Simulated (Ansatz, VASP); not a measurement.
# InHO2 (InHO2 (Pmn2_1)) in two plane-wave programs, part 2 of 2

Wanted: the spread between two codes on one cell, functional and k mesh. The cell is taken from a series of runs on this material, whose earlier steps may have relaxed, scaled, displaced or heated it; both programs get it as it stands.

VASP 6.6.1 and Ansatz 0.2.0.

So far: The structure; Ansatz: relaxation of cell and atoms, r2SCAN.

## Step 3: VASP: relaxation of cell and atoms, r2SCAN

Level of this step: r2SCAN; plane waves and PAW (In_d, H, O) (VASP).

The same cell, functional, mesh and smearing now go to VASP, with its own data sets.

Lines of VASP's logs that name or quote its potential files are left out, and so is its time.

INCAR reads:

```
SYSTEM = InHO2
PREC = Accurate
ENCUT = 660
EDIFF = 1E-07
NELM = 120
ISMEAR = -1
SIGMA = 0.01
LREAL = .FALSE.
ALGO = Normal
METAGGA = R2SCAN
LASPH = .TRUE.
NBANDS = 34
LORBIT = 11
LWAVE = .FALSE.
LCHARG = .FALSE.
ISIF = 3
IBRION = 2
NSW = 80
EDIFFG = -0.005
GGA_COMPAT = .FALSE.
NELMIN = 4
EFERMI = MIDGAP
LMIXTAU = .TRUE.
KPAR = 2
```

POSCAR reads:

```
InHO2
1.0
    3.2984990000      0.0000000000      0.0000000000
    0.0000000000      4.5905190000      0.0000000000
    0.0000000000      0.0000000000      5.3021270000
In H O
2 2 4
Direct
    0.0000000000      0.7279418732      0.0003509912
    0.5000001516      0.2720579089      0.5003508969
    0.0000000000      0.8010970001      0.4791052723
    0.5000001516      0.1989029999      0.9791053666
    0.0000000000      0.5228208401      0.6385124310
    0.5000001516      0.4771791599      0.1385123367
    0.0000000000      0.9815781179      0.3640312652
    0.5000001516      0.0184218821      0.8640311709
```

KPOINTS reads:

```
Automatic mesh
0
Gamma
8 6 5
0 0 0
```

Potentials, in the order of the species: In_d, H and O (PBE family, release 64).

The run is started by

```bash
mpirun -np 2 vasp_std
```

Numbers of over 12 decimals in the logs are rounded to 6 here.

Log:

```text
[banner, memory and clock lines left out]
running    2 mpi-ranks, on    1 nodes
 distrk:  each k-point on    1 cores,    2 groups
 distr:  one band on    1 cores,    1 groups

 POSCAR found type information on POSCAR InH O
 POSCAR found :  3 types and       8 ions
|                                                                             |
|               ----> ADVICE to this user running VASP <----                  |
|                                                                             |
|     You enforced a specific xc type in the INCAR file but a different       |
|     [... a line on the potential file left out ...]
|     I HOPE YOU KNOW WHAT YOU ARE DOING!                                     |
|                                                                             |

 LDA part: xc-table for (None), standard interpolation
 POSCAR, INCAR and KPOINTS ok, starting setup
 FFT: planning ... GRIDC
 FFT: planning ... GRID_SOFT
 FFT: planning ... GRID
 WAVECAR not read
 entering main loop
       N       E                     dE             d eps       ncg     rms          rms(c)
DAV:   1     0.654458811091E+03    0.65446E+03   -0.30112E+04  4106   0.248E+03
DAV:   2     0.630478491836E+01   -0.64815E+03   -0.61299E+03  4368   0.602E+02
DAV:   3    -0.101745979741E+03   -0.10805E+03   -0.10492E+03  4434   0.234E+02
DAV:   4    -0.108047828943E+03   -0.63018E+01   -0.62376E+01  5284   0.572E+01
DAV:   5    -0.108243681961E+03   -0.19585E+00   -0.19548E+00  5160   0.102E+01    0.185E+01
DAV:   6    -0.920930296135E+02    0.16151E+02   -0.14544E+01  6476   0.689E+01    0.128E+01
DAV:   7    -0.874844706738E+02    0.46086E+01   -0.24491E+00  5086   0.121E+01    0.340E+00
DAV:   8    -0.881995949878E+02   -0.71512E+00   -0.11188E+00  4124   0.846E+00    0.293E+00
DAV:   9    -0.881643538921E+02    0.35241E-01   -0.53542E-01  4598   0.742E+00    0.352E-01
DAV:  10    -0.885963981106E+02   -0.43204E+00   -0.28871E-01  4100   0.487E+00    0.402E-01
DAV:  11    -0.886113239690E+02   -0.14926E-01   -0.18394E-02  5214   0.112E+00    0.499E-01
DAV:  12    -0.884984443229E+02    0.11288E+00   -0.63177E-02  4128   0.233E+00    0.276E-01
DAV:  13    -0.886137914027E+02   -0.11535E+00   -0.34179E-02  4108   0.165E+00    0.582E-02
DAV:  14    -0.886184190655E+02   -0.46277E-02   -0.53242E-03  4296   0.677E-01    0.665E-02
DAV:  15    -0.886189720811E+02   -0.55302E-03   -0.12057E-03  4308   0.272E-01    0.429E-02
DAV:  16    -0.886192059147E+02   -0.23383E-03   -0.10830E-04  4848   0.849E-02    0.114E-02
DAV:  17    -0.886192076446E+02   -0.17299E-05   -0.16728E-05  4636   0.351E-02    0.418E-03
DAV:  18    -0.886192353566E+02   -0.27712E-04   -0.25796E-05  4528   0.473E-02    0.245E-03
DAV:  19    -0.886192363189E+02   -0.96225E-06   -0.86453E-07  5266   0.731E-03    0.220E-03
DAV:  20    -0.886192363436E+02   -0.24666E-07   -0.10010E-07  3164   0.373E-03
   1 F= -.88619236E+02 E0= -.88619236E+02  d E =-.886192E+02
[...]
2 F= -.88619271E+02 E0= -.88619271E+02  d E =-.348205E-04
[...]
3 F= -.88619272E+02 E0= -.88619272E+02  d E =-.355415E-04
[...]
4 F= -.88619303E+02 E0= -.88619303E+02  d E =-.314602E-04
[...]
5 F= -.88619315E+02 E0= -.88619315E+02  d E =-.435692E-04
[...]
6 F= -.88619334E+02 E0= -.88619334E+02  d E =-.183441E-04
[...]
7 F= -.88619345E+02 E0= -.88619345E+02  d E =-.292754E-04
 curvature:  -1.81 expect dE=-0.842E-05 dE for cont linesearch -0.100E-08
 trial: gam= 0.01766 g(F)=  0.410E-05 g(S)=  0.551E-06 ort = 0.206E-06 (trialstep = 0.852E+00)
 search vector abs. value=  0.468E-05
 bond charge predicted
       N       E                     dE             d eps       ncg     rms          rms(c)
DAV:   1    -0.886193443319E+02    0.37992E-06   -0.65167E-04  5162   0.156E-01    0.144E-02
DAV:   2    -0.886193471857E+02   -0.28538E-05   -0.32706E-05  5040   0.388E-02    0.427E-03
DAV:   3    -0.886193471105E+02    0.75194E-07   -0.24576E-06  5932   0.129E-02    0.433E-03
DAV:   4    -0.886193470920E+02    0.18466E-07   -0.13708E-07  2930   0.567E-03
   8 F= -.88619347E+02 E0= -.88619347E+02  d E =-.236235E-05
 trial-energy change:   -0.000002  1 .order   -0.000002   -0.000004   -0.000001
 step:   1.1092(harm=  1.1092)  dis= 0.00028  next Energy=   -88.619347 (dE=-0.258E-05)
 reached required accuracy - stopping structural energy minimisation
```

From OUTCAR (step 3):

```text
ion  position               nearest neighbor table
   1  0.000  0.728  0.000-   5 2.14   6 2.14   6 2.14   8 2.24   8 2.24   7 2.25   2 3.76   2 3.76
                             2 3.76   2 3.76   2 4.00   2 4.00   2 4.00   2 4.00
   2  0.500  0.272  0.500-   6 2.14   5 2.14   5 2.14   7 2.24   7 2.24   8 2.25   1 3.76   1 3.76
                             1 3.76   1 3.76   1 4.00   1 4.00   1 4.00   1 4.00
   3  0.000  0.801  0.479-   7 1.03
   4  0.500  0.199  0.979-   8 1.03
   5  0.000  0.523  0.639-   1 2.14   2 2.14   2 2.14
   6  0.500  0.477  0.139-   2 2.14   1 2.14   1 2.14
   7  0.000  0.982  0.364-   3 1.03   2 2.24   2 2.24   1 2.25
   8  0.500  0.018  0.864-   4 1.03   1 2.24   1 2.24   2 2.25

  LATTYP: Found a simple orthorhombic cell.
 ALAT       =     3.2984990000
 B/A-ratio  =     1.3916993760
 C/A-ratio  =     1.6074362915

 Subroutine GETGRP returns: Found  4 space group operations
 (whereof  2 operations were pure point group operations)

The static configuration has the point symmetry C_1h.
 The point group associated with its full space group is C_2v.

 Found     60 irreducible k-points:

   k-points           NKPTS =     60   k-points in BZ     NKDIM =     60   number of bands    NBANDS=     34

   dimension x,y,z NGX =    28 NGY =   40 NGZ =   48
   dimension x,y,z NGXF=    56 NGYF=   80 NGZF=   96

   ENCUT  =  660.0 eV  48.51 Ry    6.96 a.u.   6.91  9.62 11.11*2*pi/ulx,y,z

   NELECT =      52.0000    total number of electrons

 k-points in reciprocal lattice and weights: Automatic mesh
   0.00000000  0.00000000  0.00000000       0.004
   0.12500000  0.00000000  0.00000000       0.008
   0.25000000  0.00000000  0.00000000       0.008
   0.37500000  0.00000000  0.00000000       0.008
   0.50000000  0.00000000  0.00000000       0.004
   0.00000000  0.16666667  0.00000000       0.008
   0.12500000  0.16666667  0.00000000       0.017
   0.25000000  0.16666667  0.00000000       0.017
   0.37500000  0.16666667  0.00000000       0.017
[...]
0.37500000  0.50000000  0.40000000       0.017
   0.50000000  0.50000000  0.40000000       0.008

 average (electrostatic) potential at core
       1 -99.9291       2 -99.9291       3 -35.0554       4 -35.0554       5 -72.4728
       6 -72.4728       7 -73.4498       8 -73.4498

 E-fermi :   5.2130

 k-point     1 :       0.0000    0.0000    0.0000
  band No.  band energies     occupation
    ...
     22       3.2066      2.00000
     23       3.5577      2.00000
     24       3.8091      2.00000
     25       3.8494      2.00000
     26       3.9354      2.00000
     27       6.4905      0.00000
     28      11.4256      0.00000
     29      11.7730      0.00000
     30      12.8919      0.00000
     31      15.7757      0.00000
    ...

 k-point     2 :       0.1250    0.0000    0.0000
  band No.  band energies     occupation
    ...
     22       3.1340      2.00000
     23       3.3026      2.00000
     24       3.5363      2.00000
     25       3.7065      2.00000
     26       3.8663      2.00000
     27       7.1971      0.00000
     28      11.6693      0.00000
     29      12.2433      0.00000
     30      13.3075      0.00000
     31      15.2930      0.00000
    ...

 k-point     3 :       0.2500    0.0000    0.0000
  band No.  band energies     occupation
    ...
     22       2.5320      2.00000
     23       2.9165      2.00000
     24       3.0309      2.00000
     25       3.6436      2.00000
     26       3.6753      2.00000
     27       8.5788      0.00000
     28      12.0258      0.00000
     29      13.3760      0.00000
     30      14.2097      0.00000
     31      14.4207      0.00000
    ...

  Total        0.0041611     -0.0019672      0.0028904      0.0000000      0.0000000      0.0000000
  in kB        0.0830632     -0.0392691      0.0576978      0.0000000      0.0000000      0.0000000
  external PRESSURE =       0.0338307 kB  Pullay stress =       0.0000000 kB

  energy-cutoff  :      660.00
  volume of cell :       80.26
      direct lattice vectors                 reciprocal lattice vectors
     3.297315425  0.000000000  0.000000000     0.303277021  0.000000000  0.000000000
     0.000000000  4.594022732  0.000000000     0.000000000  0.217674151  0.000000000
     0.000000000  0.000000000  5.298580519     0.000000000  0.000000000  0.188729792

 POSITION                                       TOTAL-FORCE (eV/Angst)
 -----------------------------------------------------------------------------------
      0.00000      3.34435      0.00220         0.000000     -0.002233     -0.000168
      1.64866      1.24967      2.65149         0.000000      0.002233     -0.000168
      0.00000      3.68176      2.54033         0.000000      0.000494      0.001417
      1.64866      0.91226      5.18962         0.000000     -0.000494      0.001417
      0.00000      2.40427      3.38054         0.000000     -0.001260      0.000951
      1.64866      2.18976      0.73125         0.000000      0.001260      0.000951
      0.00000      4.51064      1.92943         0.000000      0.003304     -0.002201
      1.64866      0.08338      4.57872         0.000000     -0.003304     -0.002201
 -----------------------------------------------------------------------------------
    total drift:                               -0.001317      0.000391      0.000007

  FREE ENERGIE OF THE ION-ELECTRON SYSTEM (eV)
  ---------------------------------------------------
  free  energy   TOTEN  =       -88.6193470920 eV

  energy  without entropy=      -88.6193470920  energy(sigma->0) =      -88.61934709

 reached required accuracy - stopping structural energy minimisation

 total charge
# of ion       s       p       d       tot
------------------------------------------
    1        0.616   0.647  10.071  11.334
    2        0.616   0.647  10.071  11.334
    3        0.539   0.129   0.000   0.668
    4        0.539   0.129   0.000   0.668
    5        1.558   3.498   0.000   5.056
    6        1.558   3.498   0.000   5.056
    7        1.561   3.570   0.000   5.131
    8        1.561   3.570   0.000   5.131
--------------------------------------------------
tot          8.547  15.689  20.141  44.377

[... 3 further parts left out ...]
```

CONTCAR:

```
InHO2
   1.00000000000000
     3.2973154247235974    0.0000000000000000    0.0000000000000000
     0.0000000000000000    4.5940227321068816    0.0000000000000000
     0.0000000000000000    0.0000000000000000    5.2985805185645258
  In              H               O
     2     2     4
Direct
     0.0000000000000000    0.7279780247583858    0.0004151282700048
     0.5000001515999983    0.2720217573416193    0.5004150339700061
     0.0000000000000000    0.8014246151792936    0.4794360589994199
     0.5000001515999983    0.1985753848207064    0.9794361532994187
     0.0000000000000000    0.5233466009749854    0.6380086642897003
     0.5000001515999983    0.4766533990250147    0.1380085699897014
     0.0000000000000000    0.9818494538080552    0.3641401081408799
     0.5000001515999983    0.0181505461919448    0.8641400138408810
```

The run keeps the 4 symmetry operations of its start, so it cannot find a distortion of lower symmetry.

## Step 4: Side by side

Known differences besides the potentials themselves: VASP keeps PBE cores, Ansatz makes them for the functional; the cutoff is 500 eV in Ansatz and 660 eV in VASP; Ansatz adds a Pulay correction to the stress that steers its cell, VASP none. Total energies have different zeros and are not compared.

Compared:

```csv
quantity,Ansatz,VASP,difference
volume (Å³),80.28,80.26,+0.03 %
"edge a after relaxation, in the typed setting (Å)",3.294,3.297,-0.10 %
"edge b after relaxation, in the typed setting (Å)",4.603,4.594,+0.20 %
"edge c after relaxation, in the typed setting (Å)",5.295,5.299,-0.07 %
```

## Step 5: Results

| Quantity | Value |
| --- | --- |
| difference in edge b after relaxation, in the typed setting (relaxation of cell and atoms, r2SCAN) | 0.20 % |

**Reading.** The difference in edge b after relaxation, in the typed setting is 0.20 % (relaxation of cell and atoms, r2SCAN), within the 1.2 % picked in this series as the mark of a large difference, as far as the stopping tolerances let one tell. Such differences can come from data sets, numerical settings and the points named under the comparisons, not from the functional's error against experiment.

[Lines on the potential files, build, host, timing and source positions are cut from VASP's logs without a mark.]

[Logs are printed without paths, hosts, clocks, repeated set-up lines and the standing remarks that a program may print on its own settings, such as how far it seeks lower states.]

[Hosts, paths, dates, database ids (printed as entryN), source tags and the programs' standing remarks are cut or masked in the printed files.]
